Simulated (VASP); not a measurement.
VASP input:

**POSCAR**
```
Al
1
    0.0000000000     1.9910371781     2.0308579217
    1.9910371781     0.0000000000     2.0308579217
    1.9910371781     1.9910371781     0.0000000000
Al
1
Direct
  0.0000000000   0.0000000000   0.0000000000
```

### KPOINTS
```
Automatic
0
G
 14 14 14
0 0 0
```

### INCAR
```
! general
SYSTEM  = Al
PREC    = Accurate
ENCUT   = 480
LREAL   = F
LASPH   = T

! electronic loop
EDIFF   = 1E-7
NELM    = 100
ALGO    = Normal
LMIXTAU = T

! smearing
ISMEAR  = 1
SIGMA   = 0.1

! functional
METAGGA = R2SCAN

! ions
ISIF    = 2

! output
LWAVE   = F
LCHARG  = F
```

POTCAR, in this order: Al (PBE.64 set). Program: vasp_std.

Problem. Write an equivalent input for Ansatz.

Solution. One equivalent input (not run):
Ansatz 0.2 input:
```yaml
crystal:
  lattice:
    - [0.0000000, 1.9910372, 2.0308579]
    - [1.9910372, 0.0000000, 2.0308579]
    - [1.9910372, 1.9910372, 0.0000000]
  atoms:
    - { symbol: Al, position: [0.0000000, 0.0000000, 0.0000000] }
kpoints:
  mp_grid: { grid: [14, 14, 14] }
hamiltonian:
  xc: r2scan
  pseudopotentials: { kind: paw }
scf:
  occupations: { method: methfessel_paxton, width: 0.1 }
  max_iter: 100
output: { forces: true, stress: true, eigenvalues: true }
```
The two are equivalent in intent, not identical: each code has its own PAW files, so the cut-off isn't converted (ENCUT is set for VASP's; basis.ecutwfc is left out, and Ansatz then takes the one that its files recommend); Ansatz stops its SCF on the density residual and VASP on the energy change (EDIFF).

The compound is Al in the fcc structure. This cell was strained or had an atom moved on purpose.
